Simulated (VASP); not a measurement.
Set up this calculation in VASP 6.6.1, as the native input.

```
Task                   : single point
Functional             : LDA
Potentials or basis    : VASP PAW LDA potentials, release 64 (Zr_sv, Os)
Cutoff                 : 520 eV
k mesh                 : 16 × 16 × 16
Occupations            : gaussian, width 0.15 eV
Spin                   : no spin polarisation
Dipole correction      : no
Further INCAR settings : ALGO = Normal; EDIFF = 1e-06; NBANDS = 17
```

The structure of ZrOs lies in POSCAR:

```
ZrOs
1.0
    3.2630000000      0.0000000000      0.0000000000
    0.0000000000      3.2630000000      0.0000000000
    0.0000000000      0.0000000000      3.2630000000
Zr Os
1 1
Direct
    0.5000000000      0.5000000000      0.5000000000
    0.0000000000      0.0000000000      0.0000000000
```

The input as run:

INCAR

```
PREC = Accurate
ENCUT = 520
EDIFF = 1E-6
ISMEAR = 0
SIGMA = 0.15
LREAL = F
LASPH = T
NELM = 100
ALGO = Normal
ISIF = 2
LWAVE = F
LCHARG = F
NBANDS = 17
```

KPOINTS

```
regular mesh
0
Gamma
  16 16 16
```

Potentials or basis: VASP PAW LDA potentials, release 64 (Zr_sv, Os).

The run is started by

```bash
$ cat potpaw_LDA.64/Zr_sv/POTCAR potpaw_LDA.64/Os/POTCAR > POTCAR
$ mpirun -np 1 vasp_std > vasp.out
```

Results of the run:

```
Pressure               : -7.2 GPa
Band gap on the k mesh : none (metal or under the smearing width)
```

It took 36 s on 1 thread of Intel(R) Xeon(R) Platinum 8259CL CPU @ 2.50GHz (Skylake/Cascade Lake) (shared host), peak memory 0.21 GiB.
